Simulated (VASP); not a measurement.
Here is the system:

```
CELL_PARAMETERS angstrom
      1.58174    -2.73965     0.00000
      1.58174     2.73965     0.00000
      0.00000     0.00000    10.28358
ATOMIC_POSITIONS crystal
  Ga 0.66667 0.33333 0.25402
  Ga 0.33333 0.66667 0.00115
  Ga 0.66667 0.33333 0.74875
  N  0.66667 0.33333 0.44457
  N  0.33333 0.66667 0.19112
  N  0.66667 0.33333 0.93871
  N  0.33333 0.66667 0.68511
  Al 0.33333 0.66667 0.50057
```

Calculation: PBEsol GGA, VASP's PBE PAW potentials (set 64) (plane waves; VASP). Settings: 520 eV cut-off, 9×9×3 Γ-centred mesh, tetrahedra with Blöchl corrections, potentials Ga_d N Al.

The cores are frozen, which limits the accuracy of field gradients.

Problem. Give the principal components of the electric field gradient (V/Å²) and the asymmetry η at each nucleus.

Solution. 
```tsv
atom	Vxx	Vyy	Vzz	η
Ga1	-4.3	-4.2	8.5	0.00
Ga2	-4.9	-4.9	9.8	0.00
Ga3	-3.0	-3.0	6.0	0.00
N4	-8.5	-8.5	16.9	0.00
N5	-1.3	-1.3	2.7	0.00
N6	-1.2	-1.2	2.3	0.00
N7	8.5	8.5	-17.0	0.00
Al8	-0.4	-0.4	0.9	0.00
```

The structure was generated: AlGa3N4 was put into an ordered model structure (P3m1), which need not be its known phase. It was relaxed first.
